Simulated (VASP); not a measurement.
Output of a VASP run:

### OSZICAR
```
       N       E                     dE             d eps       ncg     rms          rms(c)
DAV:   1     0.334799308759E+03    0.33480E+03   -0.16967E+04   728   0.212E+03
DAV:   2     0.126609804095E+02   -0.32214E+03   -0.31005E+03   818   0.513E+02
DAV:   3    -0.146965341776E+02   -0.27358E+02   -0.27090E+02   814   0.160E+02
DAV:   4    -0.155150093575E+02   -0.81848E+00   -0.81735E+00   784   0.282E+01
DAV:   5    -0.155418295793E+02   -0.26820E-01   -0.26818E-01   830   0.531E+00    0.777E+00
DAV:   6    -0.138423184111E+02    0.16995E+01   -0.86434E+00   982   0.277E+01    0.229E+00
DAV:   7    -0.138522031464E+02   -0.98847E-02   -0.33133E-01   728   0.451E+00    0.141E+00
DAV:   8    -0.138567946073E+02   -0.45915E-02   -0.77269E-02   738   0.401E+00    0.478E-01
DAV:   9    -0.138539416769E+02    0.28529E-02   -0.12971E-02   924   0.124E+00    0.113E-01
DAV:  10    -0.138548872519E+02   -0.94557E-03   -0.19115E-03   724   0.419E-01    0.446E-02
DAV:  11    -0.138549099310E+02   -0.22679E-04   -0.11069E-04   798   0.155E-01    0.119E-02
DAV:  12    -0.138549140248E+02   -0.40938E-05   -0.38259E-05   790   0.817E-02    0.608E-03
DAV:  13    -0.138549135899E+02    0.43492E-06   -0.48456E-06   684   0.337E-02
   1 F= -.82893109E+01 E0= -.82893109E+01  d E =-.828931E+01
```

OUTCAR:
```
------------------------ aborting loop because EDIFF is reached ----------------------------------------
  FORCE on cell =-STRESS in cart. coord.  units (eV):
  Direction    XX          YY          ZZ          XY          YZ          ZX
  --------------------------------------------------------------------------------------
  Total        5.5353342      5.5353342      5.5353342      0.0000000      0.0000000      0.0000000
  in kB      198.9123029    198.9123029    198.9123029      0.0000000      0.0000000      0.0000000
  external PRESSURE =      -1.0876971 kB  Pullay stress =     200.0000000 kB
  volume of cell :       44.59
      direct lattice vectors                 reciprocal lattice vectors
     0.000000000  2.814411496  2.814411496    -0.177657034  0.177657034  0.177657034
     2.814411496  0.000000000  2.814411496     0.177657034 -0.177657034  0.177657034
     2.814411496  2.814411496  0.000000000     0.177657034  0.177657034 -0.177657034
 POSITION                                       TOTAL-FORCE (eV/Angst)
 -----------------------------------------------------------------------------------
      0.00000      0.00000      0.00000        -0.000000     -0.000000     -0.000000
      1.40721      1.40721      1.40721        -0.000000     -0.000000     -0.000000
      4.22162      4.22162      4.22162         0.000000      0.000000      0.000000
 -----------------------------------------------------------------------------------
    total drift:                                0.000000     -0.000000      0.000000
  FREE ENERGIE OF THE ION-ELECTRON SYSTEM (eV)
  ---------------------------------------------------
  free  energy   TOTEN  =       -13.8549135899 eV

  energy  without entropy=      -13.8549135899  energy(sigma->0) =      -13.85491359
  enthalpy is  TOTEN    =        -8.2893109366 eV   P V=        5.5656026533

 reached required accuracy - stopping structural energy minimisation
```
(Selected blocks of OUTCAR.)

File POSCAR:
```
PbF2
1
   -0.0000000000     2.8144114965     2.8144114965
    2.8144114965    -0.0000000000     2.8144114965
    2.8144114965     2.8144114965    -0.0000000000
Pb F
1 2
Direct
  0.0000000000   0.0000000000   0.0000000000
  0.2500000000   0.2500000000   0.2500000000
  0.7500000000   0.7500000000   0.7500000000
```

Question: Write an INCAR and KPOINTS that could have produced this output.

Answer: One answer among several that fit: the input of the run itself, PBE GGA, plane waves, VASP's PBE PAW potentials (set 64).

**INCAR**
```
# general
SYSTEM   =  PbF2
PREC     =  Accurate
ENCUT    =  620
LREAL    =  .FALSE.
LASPH    =  .TRUE.

# electronic loop
EDIFF    =  1E-6
NELM     =  100
ALGO     =  Normal
LMAXMIX  =  4

# smearing
ISMEAR   =  0
SIGMA    =  0.05

# functional
GGA      =  PE

# ions
IBRION   =  2
NSW      =  40
ISIF     =  3
EDIFFG   =  -0.02
PSTRESS  =  200

# output
LWAVE    =  .FALSE.
LCHARG   =  .FALSE.
```

KPOINTS:
```
kpoints
0
gamma
  7 7 7
```

POTCAR, in this order: Pb_d F (PBE.64 set). Program: vasp_std.

The compound is PbF2 in the fluorite structure, the β form. It was relaxed first under an external pressure of 20 GPa.
